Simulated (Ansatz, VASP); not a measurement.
# Two plane-wave programs on HfMoC2

```
Hf Mo C
1.0
     3.14829    0.00000    0.00000
     0.00000    3.14829    0.00000
     0.00000    0.00000    4.42455
Hf Mo C
1 1 2
Direct
  0.00000 0.00000 0.00000
  0.50000 0.50000 0.50000
  0.00000 0.00000 0.50000
  0.50000 0.50000 0.00000
```

The cell comes from a database or a generator and needn't be the stable form of this composition.

Alike in both runs: task single point; functional PBE; k mesh 7 × 7 × 5; no spin polarisation.

|  | VASP | Ansatz |
| --- | --- | --- |
| version | VASP 6.6.1 | Ansatz 0.2.0 |
| potentials or method | VASP PAW PBE potentials, release 64 (Hf_pv, Mo_sv, C) | plane waves, PAW |
| plane-wave cutoff (eV) | 520 | 500 |
| occupations | fermi-dirac, width 0.1 eV | fermi-dirac |
| valence electrons in the cell | 32 | 48 |

```tsv
	VASP	Ansatz	Ansatz less VASP
pressure (GPa)	11.0	11.0	-0.06
largest component of the traceless stress (GPa)	0.32	0.35	+0.030
```

The two sets of potentials don't hold the same shells in valence.

The runs have no spin-orbit coupling, so splittings on Hf are missing.
